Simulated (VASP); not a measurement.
The system is MoI.

```
CELL_PARAMETERS angstrom
0.00000 3.17885 3.17885
3.17885 0.00000 3.17885
3.17885 3.17885 0.00000
ATOMIC_POSITIONS crystal
Mo 0.00000 0.00000 0.00000
I 0.75000 0.75000 0.75000
```

The cell was built by a generator and needn't be a form met in nature.

| Quantity | Value |
| --- | --- |
| Program | VASP 6.6.1 |
| Task | relaxation of cell and atoms |
| Functional | PBE |
| Potentials or basis | VASP PAW PBE potentials, release 64 (Mo_sv, I) |
| Cutoff | 600 eV |
| k mesh | 7 × 7 × 7 |
| Occupations | fermi-dirac, width 0.05 eV |
| Spin | no spin polarisation |
| Hubbard terms | Mo d U = 3 eV |

At the start: pressure -3.9 GPa; volume 32.12 Å³/atom.

How do energy, volume and symmetry change on relaxing?

Over 3 steps the energy falls by 31.9 meV/atom and the volume is 29.70 Å³/atom (-7.5 %); space group F-43m (No. 216, to 0.05 Å).

The path:
```tsv
step	energy change (eV)	largest force (eV/Å)	pressure (GPa)	volume (Å³)
1	0.0000	0.0000	-3.89	64.25
2	-0.0481	0.0000	2.47	57.27
3	-0.0639	0.0000	0.00	59.41
```

Final structure:
```
CELL_PARAMETERS angstrom
0.00000 3.09695 3.09695
3.09695 0.00000 3.09695
3.09695 3.09695 0.00000
ATOMIC_POSITIONS crystal
Mo 0.00000 0.00000 0.00000
I 0.75000 0.75000 0.75000
```

Caveat: an odd number of electrons without spin polarisation forces a metal; a magnetic or distorted state may lie lower; U without spin polarisation on a metal has little footing.
